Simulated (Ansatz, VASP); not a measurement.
# NaLaMnMoO6: VASP beside Ansatz

```
Na La Mn Mo O
1.0
     4.69072   -2.71851    0.00203
     4.69072    2.71851    0.00203
    -3.15663    0.00000    4.44000
Na La Mn Mo O
1 1 1 1 6
Direct
  0.25021 0.25021 0.74459
  0.75117 0.75117 0.25707
  0.49918 0.49918 0.49917
  0.00110 0.00110 0.00114
  0.28503 0.78106 0.28520
  0.78106 0.28503 0.28520
  0.25187 0.25187 0.18775
  0.74777 0.74777 0.81124
  0.21883 0.71407 0.71525
  0.71407 0.21883 0.71525
```

Change from the starting cell: volume scaled by 0.98.

Alike in both runs: task single point; functional PBE; k mesh 6 × 6 × 6; occupations fermi-dirac, width 0.05 eV; collinear spin, ferromagnetic start.

|  | VASP | Ansatz |
| --- | --- | --- |
| version | VASP 6.6.1 | Ansatz 0.2.0 |
| potentials or method | VASP PAW PBE potentials, release 64 (Na_pv, La, Mn_pv, Mo_sv, O) | Ansatz PAW |
| plane-wave cutoff (eV) | 520 | 420 |
| valence electrons in the cell | 81 | 85 |

Ansatz gave:

```
gap on the k mesh at the Fermi level (eV)                     : none
pressure (GPa)                                                : 3.7
largest component of the traceless stress (GPa)               : 0.21
rms of the force components (eV/Å)                            : 0.062
net moment per atom (μB)                                      : 0.17
size of the moment on the site where the two differ most (μB) : 2.03
```

Task: Estimate VASP's values.

Result: gap on the k mesh at the Fermi level (eV): none; pressure (GPa): 4.0; largest component of the traceless stress (GPa): 0.21; rms of the force components (eV/Å): 0.044; net moment per atom (μB): 0.17; size of the moment on the site where the two differ most (μB): 2.28.

Site moments also hang on the region over which each program counts them. Atom by atom the forces differ by 0.022 eV/Å (rms over components). A gap of «none» marks a metal or a gap that the smearing closes. The two sets of potentials don't hold the same shells in valence.

Caveats: a cell with one magnetic atom can't hold antiferromagnetic order, which such compounds often take; semilocal functionals often make such compounds metallic where correlation or magnetic order opens a gap, which also shifts bond lengths; the pressure holds a Pulay correction of +0.6 GPa for the finite cutoff (Ansatz); the starting moments weren't kept (Ansatz). Spin-orbit coupling is left out, which matters for the levels of La.
